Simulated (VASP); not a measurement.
VASP ran on this input.

File KPOINTS:
```
Automatic mesh
0
Gamma
14 14 14
0 0 0
```

### POSCAR
```
Ga
1
   -1.6435965970     1.6435965970     1.6435965970
    1.6435965970    -1.6435965970     1.6435965970
    1.6435965970     1.6435965970    -1.6435965970
Ga
1
Direct
  0.0000000000   0.0000000000   0.0000000000
```

INCAR:
```
! general
SYSTEM =Ga
PREC   =Accurate
ENCUT  =400
LREAL  =.FALSE.
LASPH  =.TRUE.   ! aspherical one-centre terms

! electronic loop
EDIFF  =1E-6   ! SCF stop (eV)
NELM   =100   ! most electronic steps
ALGO   =Normal   ! blocked Davidson
LMAXMIX=4   ! l cut-off of mixed one-centre charges

! smearing
ISMEAR =1
SIGMA  =0.1   ! width (eV)

! functional
GGA    =PS   ! PBEsol

! ions
IBRION =2   ! conjugate gradients
NSW    =60   ! most ionic steps
ISIF   =3   ! ions, shape and volume
EDIFFG =-0.01   ! ionic stop

! output
LWAVE  =.FALSE.
LCHARG =.FALSE.
```

POTCAR, in this order: Ga_d (PBE.64 set). Program: vasp_std.

### Question
Write an equivalent input for Ansatz.

### Answer
One equivalent input (not run):
Ansatz 0.2 input:
```yaml
crystal:
  lattice:
    - [-1.6435966, 1.6435966, 1.6435966]
    - [1.6435966, -1.6435966, 1.6435966]
    - [1.6435966, 1.6435966, -1.6435966]
  atoms:
    - { symbol: Ga, position: [0.0000000, 0.0000000, 0.0000000] }
kpoints:
  mp_grid: { grid: [14, 14, 14] }
hamiltonian:
  xc: pbesol
  pseudopotentials: { kind: paw }
scf:
  occupations: { method: methfessel_paxton, width: 0.1 }
  max_iter: 100
relax:
  max_steps: 60
  f_tol: 0.01
  cell: {}
output: { forces: true, stress: true, eigenvalues: true }
```
The two are equivalent in intent, not identical: each code has its own PAW files, so the cut-off isn't converted (ENCUT is set for VASP's; basis.ecutwfc is left out, and Ansatz then takes the one that its files recommend); Ansatz stops its SCF on the density residual and VASP on the energy change (EDIFF).

The structure was generated: Ga was put into the bcc type (Im-3m), which need not be its known phase. It was relaxed first, which changed the volume by -6 %. The start is the result of an earlier pass.
